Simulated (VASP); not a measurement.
An input for Quantum ESPRESSO's pw.x (written as the equivalent of a VASP run, and not itself run):

```
&CONTROL
  calculation = 'vc-relax'
  pseudo_dir = './pseudo'
  outdir = './out'
  tprnfor = .true.
  tstress = .true.
  nstep = 60
  forc_conv_thr = 0.00039
/
&SYSTEM
  ibrav = 0
  nat = 2
  ntyp = 1
  ecutwfc = 72
  occupations = 'smearing'
  smearing = 'methfessel-paxton'
  degauss = 0.00735
  input_dft = 'vdw-df2-b86r'
/
&ELECTRONS
  conv_thr = 7.3e-08
  electron_maxstep = 100
/
&IONS
/
&CELL
/
ATOMIC_SPECIES
  Sn 118.710 Sn.upf
CELL_PARAMETERS angstrom
    -2.9150000    2.9150000    1.5900000
     2.9150000   -2.9150000    1.5900000
     2.9150000    2.9150000   -1.5900000
ATOMIC_POSITIONS crystal
  Sn   0.2500000  0.7500000  0.5000000
  Sn   0.0000000  0.0000000  0.0000000
K_POINTS automatic
  12 12 12 0 0 0
```

Task: Write the VASP files for the same calculation (rev-vdW-DF2).

Result: Several could match; the one computed here: 
### KPOINTS
```
Automatic mesh
0
Gamma
12 12 12
0 0 0
```

### INCAR
```
NSW = 60   # most ionic steps
GGA = MK
AGGAC = 0.0
LASPH = .TRUE.
ISMEAR = 1   # Methfessel-Paxton
EDIFF = 1E-6
ISIF = 3   # ions, shape and volume
NELM = 100
SIGMA = 0.1
SYSTEM = Sn
LWAVE = .FALSE.
PARAM2 = 0.7114
PARAM1 = 0.1234568
LREAL = .FALSE.   # projection in real space or not
EDIFFG = -0.01   # ionic stop
LCHARG = .FALSE.
PREC = Accurate
IBRION = 2
LUSE_VDW = .TRUE.
ENCUT = 520   # plane-wave cut-off (eV)
ALGO = Normal   # blocked Davidson
LMAXMIX = 4
ZAB_VDW = -1.8867
```

File POSCAR:
```
Sn
1.0
 -2.9150000000   2.9150000000   1.5900000000
  2.9150000000  -2.9150000000   1.5900000000
  2.9150000000   2.9150000000  -1.5900000000
Sn
2
direct
  0.2500000000   0.7500000000   0.5000000000
  0.0000000000   0.0000000000   0.0000000000
```

POTCAR, in this order: Sn_d (PBE.64 set). Program: vasp_std.

The two are equivalent in intent, not identical: the potentials are each code's own (VASP's PAW set, PseudoDojo norm-conserving files in pw.x), so ENCUT and ecutwfc are chosen apart and not converted; conv_thr bounds pw.x's estimated SCF error, while EDIFF bounds the energy change between steps; forc_conv_thr acts on force components and is met together with etot_conv_thr.

The compound is Sn in the beta structure. This run relaxes it. Symmetry was kept, so distortions that lower it aren't found.
